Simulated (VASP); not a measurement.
Input of a VASP 6.6.1 run:

The input INCAR:

```
SYSTEM = Ba2Tl5V3O12
  PREC = Accurate
  ENCUT = 600
  EDIFF = 1E-6
  ISMEAR = -1
  SIGMA = 0.05
  LREAL = .False.
  LASPH = .True.
  NELM = 150
  ALGO = Fast
  ISIF = 3
  LWAVE = .False.
  LCHARG = .False.
  ISPIN = 2
  MAGMOM = 0 0 2 2 2 0 0 0 0 0 0 0 0 0 0 0 0 0 0 0 0 0
  LORBIT = 11
  LMAXMIX = 4
  GGA = B5
  ALDAX = 1.0
  AGGAX = 1.0
  AGGAC = 1.0
  ALDAC = 0.0
  IBRION = 2
  NSW = 60
  EDIFFG = -0.02
  KPAR = 4
```

File KPOINTS:

```
Automatic mesh
0
Gamma
  4 4 4
  0 0 0
```

POSCAR

```
Ba2Tl5V3O12
1.0
    4.2369800000      2.4462200000      6.1284000000
   -4.2369800000      2.4462200000      6.1284000000
    0.0000000000     -4.8924400000      6.1284000000
Ba V Tl O
2 3 5 12
Direct
    0.5000000000      0.5000000000      0.5000000000
    0.0000000000      0.0000000000      0.0000000000
    0.5000000000      0.5000000000      0.0000000000
    0.0000000000      0.5000000000      0.5000000000
    0.5000000000      0.0000000000      0.5000000000
    0.0000000000      0.0000000000      0.5000000000
    0.5000000000      0.0000000000      0.0000000000
    0.0000000000      0.5000000000      0.0000000000
    0.7404500000      0.7404500000      0.7404500000
    0.2595500000      0.2595500000      0.2595500000
    0.7165200000      0.0808900000      0.4124200000
    0.4124200000      0.7165200000      0.0808900000
    0.0808900000      0.4124200000      0.7165200000
    0.5875700000      0.9191100000      0.2834800000
    0.9191100000      0.2834800000      0.5875700000
    0.2834800000      0.5875700000      0.9191100000
    0.2834800000      0.9191100000      0.5875700000
    0.5875700000      0.2834800000      0.9191100000
    0.9191100000      0.5875700000      0.2834800000
    0.4124200000      0.0808900000      0.7165200000
    0.0808900000      0.7165200000      0.4124200000
    0.7165200000      0.4124200000      0.0808900000
```

Potentials or basis: VASP PAW PBE potentials, release 64 (Ba_sv, V_sv, Tl_d, O).

Run with:

```bash
$ cat potpaw_PBE.64/Ba_sv/POTCAR potpaw_PBE.64/V_sv/POTCAR potpaw_PBE.64/Tl_d/POTCAR potpaw_PBE.64/O/POTCAR > POTCAR
$ mpirun -np 4 vasp_std > vasp.out
```

Q: Estimate the relaxed volume.

A: 18.75 Å³/atom.

Q: Estimate the space group after relaxing (to 0.05 Å).

A: R-3m (No. 166).

Q: Predict the relaxed cell.

A: a = 8.121 Å, b = 8.121 Å, c = 8.121 Å, α = 64.05°, β = 64.05°, γ = 64.05°.

Final structure:
```
CELL_PARAMETERS angstrom
4.30678 2.48652 6.42065
-4.30678 2.48652 6.42065
0.00000 -4.97303 6.42065
ATOMIC_POSITIONS crystal
Ba 0.50000 0.50000 0.50000
Ba 0.00000 0.00000 0.00000
V 0.50001 0.50001 0.00000
V 0.00000 0.50001 0.50001
V 0.50001 0.00000 0.50001
Tl 0.00000 0.00000 0.50000
Tl 0.50000 0.00000 0.00000
Tl 0.00000 0.50000 0.00000
Tl 0.74289 0.74289 0.74289
Tl 0.25711 0.25711 0.25711
O 0.71083 0.07908 0.41143
O 0.41143 0.71083 0.07908
O 0.07908 0.41143 0.71084
O 0.58857 0.92092 0.28916
O 0.92092 0.28916 0.58857
O 0.28916 0.58857 0.92092
O 0.28916 0.92092 0.58857
O 0.58857 0.28916 0.92092
O 0.92092 0.58857 0.28916
O 0.41143 0.07908 0.71084
O 0.07908 0.71083 0.41143
O 0.71083 0.41143 0.07908
```

Caveat: the PAW data sets were made with another functional, which shifts forces and pressure a little; semilocal functionals often make such compounds metallic where correlation or magnetic order opens a gap, which also shifts bond lengths. Spin-orbit coupling is left out, which matters for the levels of Ba, Tl.
